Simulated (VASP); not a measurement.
The system is Ti2Si.

```
CELL_PARAMETERS angstrom
3.19750 0.00000 0.00000
0.00000 3.19750 0.00000
0.00000 0.00000 4.69721
ATOMIC_POSITIONS crystal
Ti 0.50000 0.00000 0.50000
Ti 0.00000 0.50000 0.50000
Si 0.50000 0.50000 0.00000
```

The cell was built by a generator and needn't be a form met in nature.

* Program: VASP 6.6.1
* Task: relaxation of cell and atoms
* Functional: PBE
* Potentials or basis: VASP PAW PBE potentials, release 64 (Ti_sv, Si)
* Cutoff: 520 eV
* k mesh: 6 × 6 × 5
* Occupations: gaussian, width 0.15 eV
* Spin: no spin polarisation

At the start: pressure 14.9 GPa; volume 16.01 Å³/atom.

**Question.** Where does the relaxation end?

**Answer.** Over 13 steps the energy falls by 909.4 meV/atom and the volume is 17.95 Å³/atom (+12.1 %); space group P4/mmm (No. 123, to 0.05 Å).

The path:
```tsv
step	energy change (eV)	largest force (eV/Å)	pressure (GPa)	volume (Å³)
1	0.0000	0.0000	14.89	48.02
2	-1.4132	0.0000	-6.06	58.32
3	-1.5923	0.0000	-8.86	61.40
4	-1.6357	0.0000	-14.49	67.42
5	-1.6577	0.0000	-11.66	63.59
6	-2.7143	0.0000	-2.85	55.16
7	-2.7169	0.0000	-2.58	54.92
8	-2.7211	0.0000	1.70	52.83
9	-2.7283	0.0000	1.41	53.79
10	-2.7270	0.0000	-0.73	54.14
11	-2.7277	0.0000	-1.19	54.01
12	-2.7281	0.0000	-1.04	53.90
13	-2.7283	0.0000	-0.26	53.84
```

Final structure:
```cif
data_structure
_symmetry_space_group_name_H-M 'P 1'
_symmetry_Int_Tables_number 1
_cell_length_a 4.0262
_cell_length_b 4.0262
_cell_length_c 3.3215
_cell_angle_alpha 90.000
_cell_angle_beta 90.000
_cell_angle_gamma 90.000
_cell_volume 53.84
loop_
_atom_site_label
_atom_site_type_symbol
_atom_site_fract_x
_atom_site_fract_y
_atom_site_fract_z
_atom_site_occupancy
Ti1 Ti 0.50000 0.00000 0.50000 1
Ti2 Ti 0.00000 0.50000 0.50000 1
Si1 Si 0.50000 0.50000 0.00000 1
```
